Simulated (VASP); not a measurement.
Input of a VASP 6.6.1 run:

Contents of INCAR:

```
SYSTEM = SiC
ALGO = Normal
EDIFF = 1E-7
ENCUT = 520
GGA = PE
ISIF = 2
ISMEAR = 0
LASPH = .TRUE.
LCHARG = .FALSE.
LREAL = .FALSE.
LWAVE = .FALSE.
NBANDS = 16
NELM = 100
PREC = Accurate
SIGMA = 0.02
```

The input KPOINTS:

```
k-points
0
G
  9 9 6
  0 0 0
```

The input POSCAR:

```
SiC
1.0
    3.0760000000      0.0000000000      0.0000000000
   -1.5380000000      2.6638941400      0.0000000000
    0.0000000000      0.0000000000      5.0480000000
Si C
2 2
Direct
    0.3333333300      0.6666666700      0.0000000000
    0.6666666700      0.3333333300      0.5000000000
    0.3333333300      0.6666666700      0.3850000000
    0.6666666700      0.3333333300      0.8850000000
```

Potentials or basis: VASP PAW PBE potentials, release 64 (Si, C).

The run is started by

```console
$ cat potpaw_PBE.64/Si/POTCAR potpaw_PBE.64/C/POTCAR > POTCAR
$ mpirun -np 1 vasp_std > vasp.out
```

Task: What does it give for the largest force?

Result: 0.752 eV/Å.

Task: What does it give for the band gap on the k mesh?

Result: 2.32 eV, indirect (least direct gap 4.11 eV).

Task: What does it give for the pressure?

Result: 3.6 GPa.

Stress tensor (GPa, compression positive):
```
5.25 0.00 0.00
0.00 5.25 0.00
0.00 0.00 0.41
```

Caveat: an odd mesh through Γ misses points on the zone boundary, where band edges often lie.
